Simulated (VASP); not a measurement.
A run of VASP 6.6.1 is set up as follows.

Contents of POSCAR:

```
RbAgBr2
1.0
    4.5179929797      0.0000000000      0.0000000000
    0.0000000000      4.5179929797      0.0000000000
    0.0000000000      0.0000000000      6.3563246931
Rb Br Ag
1 2 1
Direct
    0.0000000000      0.0000000000      0.0000000000
    0.0000000000      0.0000000000      0.5000000000
    0.5000000000      0.5000000000      0.0000000000
    0.5000000000      0.5000000000      0.5000000000
```

The input INCAR.step1:

```
SYSTEM = RbAgBr2
PREC     = Accurate       ! precision mode
ENCUT    = 520            ! plane-wave cutoff, eV
EDIFF    = 1E-5           ! SCF threshold, eV
ISMEAR   = 0              ! smearing method
SIGMA    = 0.01           ! smearing width, eV
LREAL    = .FALSE.        ! projectors in reciprocal space
LASPH    = .TRUE.         ! aspherical terms in the spheres
NELM     = 100            ! most SCF steps
ALGO     = Normal         ! electronic algorithm
ISIF     = 2              ! what is computed and relaxed
LWAVE    = .TRUE.         ! write WAVECAR
LCHARG   = .FALSE.        ! write CHGCAR
GGA      = PE             ! functional
NBANDS   = 25             ! bands
```

INCAR.step2

```
SYSTEM = RbAgBr2
PREC     = Accurate       ! precision mode
ENCUT    = 520            ! plane-wave cutoff, eV
EDIFF    = 1E-6           ! SCF threshold, eV
ISMEAR   = 0              ! smearing method
SIGMA    = 0.01           ! smearing width, eV
LREAL    = .FALSE.        ! projectors in reciprocal space
LASPH    = .TRUE.         ! aspherical terms in the spheres
NELM     = 100            ! most SCF steps
ALGO     = Normal         ! electronic algorithm
ISIF     = 2              ! what is computed and relaxed
LWAVE    = .FALSE.        ! write WAVECAR
LCHARG   = .FALSE.        ! write CHGCAR
GGA      = PE             ! functional
LHFCALC  = .TRUE.         ! exact exchange
HFSCREEN = 0.2079         ! screening, 1/A
PRECFOCK = Normal       
ISTART   = 1            
NBANDS   = 25             ! bands
```

File KPOINTS:

```
Automatic mesh
0
G
  4 4 2
  0 0 0
```

Potentials or basis: VASP PAW PBE potentials, release 64 (Rb_sv, Br, Ag).

Launch:

```console
$ cat potpaw_PBE.64/Rb_sv/POTCAR potpaw_PBE.64/Br/POTCAR potpaw_PBE.64/Ag/POTCAR > POTCAR
$ cp INCAR.step1 INCAR
$ mpirun -np 1 vasp_std > vasp.out
$ cp INCAR.step2 INCAR
$ mpirun -np 1 vasp_std > vasp.out
```

**Question.** Estimate the band gap on the k mesh.

**Answer.** 2.51 eV, indirect (least direct gap 3.10 eV).

**Question.** Predict the pressure.

**Answer.** 0.7 GPa.

Caveat: the k mesh is coarse (spacing up to 0.49 Å⁻¹), so the values aren't converged, least of all with exact exchange; the PAW data sets were made with another functional, which shifts forces and pressure a little. A k mesh can miss the band edges.
